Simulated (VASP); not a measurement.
Crystal: Ti2SnTe2.

```
Ti Sn Te
1.0
    -2.14762    2.14762    5.64474
     2.14762   -2.14762    5.64474
     2.14762    2.14762   -5.64474
Ti Sn Te
2 1 2
Direct
  0.25000 0.75000 0.50000
  0.75000 0.25000 0.50000
  0.00000 0.00000 0.00000
  0.64358 0.64358 0.00000
  0.35642 0.35642 0.00000
```

The cell was built by a generator and needn't be a form met in nature.

* Program: VASP 6.6.1
* Task: relaxation of cell and atoms
* Functional: PBE
* Potentials or basis: VASP PAW PBE potentials, release 64 (Ti_sv, Sn_d, Te)
* Cutoff: 520 eV
* k mesh: 5 × 5 × 5
* Occupations: gaussian, width 0.15 eV
* Spin: no spin polarisation

At the start: pressure 28.3 GPa; volume 20.83 Å³/atom.

How do energy, volume and symmetry change on relaxing?

Over 21 steps the energy falls by 521.6 meV/atom and the volume is 25.47 Å³/atom (+22.3 %); space group I4/mmm (No. 139, to 0.05 Å).

Step by step:
| step | energy change (eV) | largest force (eV/Å) | pressure (GPa) | volume (Å³) |
| --- | --- | --- | --- | --- |
| 1 | 0.0000 | 3.6575 | 28.32 | 104.14 |
| 2 | 84.1043 | 8.8998 | 45.18 | 169.69 |
| 3 | 41.9722 | 1.4529 | -16.02 | 512.28 |
| 4 | 16.1295 | 1.0383 | -33.44 | 291.06 |
| 5 | 3.3085 | 2.8424 | -4.43 | 215.17 |
| 6 | 2.7809 | 2.8320 | -9.72 | 206.86 |
| 7 | 1.2144 | 2.8271 | -9.91 | 187.68 |
| 8 | 0.4847 | 2.7560 | -8.24 | 178.54 |
| 9 | 0.1414 | 2.7001 | -10.05 | 174.08 |
| 10 | -0.0281 | 2.6681 | -9.92 | 171.88 |
| 11 | -2.2749 | 0.3765 | 2.68 | 123.82 |
| 12 | -2.3096 | 0.7316 | 0.47 | 127.39 |
| 13 | -2.3073 | 0.6440 | 1.19 | 126.59 |
| 14 | -2.3631 | 0.3320 | 1.04 | 127.76 |
| 15 | -2.4146 | 0.2743 | 0.77 | 130.34 |
| 16 | -2.4602 | 0.0150 | -1.02 | 133.37 |
| 17 | -2.4636 | 0.1118 | -2.01 | 135.01 |
| 18 | -2.4969 | 0.1405 | -2.25 | 134.27 |
| 19 | -2.5678 | 0.3384 | -2.40 | 131.75 |
| 20 | -2.6087 | 0.0497 | 0.53 | 126.85 |
| 21 | -2.6081 | 0.0767 | -0.20 | 127.36 |

Final structure:
```yaml
crystal:
  lattice:
    - [-2.47133, 2.47133, 5.21338]
    - [2.47133, -2.47133, 5.21338]
    - [2.47133, 2.47133, -5.21338]
  atoms:
    - { symbol: Ti, position: [0.25000, 0.75000, 0.50000] }
    - { symbol: Ti, position: [0.75000, 0.25000, 0.50000] }
    - { symbol: Sn, position: [0.00000, 0.00000, 0.00000] }
    - { symbol: Te, position: [0.64608, 0.64608, 0.00000] }
    - { symbol: Te, position: [0.35392, 0.35392, 0.00000] }
```

Caveat: the k mesh is coarse (spacing up to 0.41 Å⁻¹), so the values aren't converged; the volume moved by over 15 % at a fixed basis, so the end points are rough.
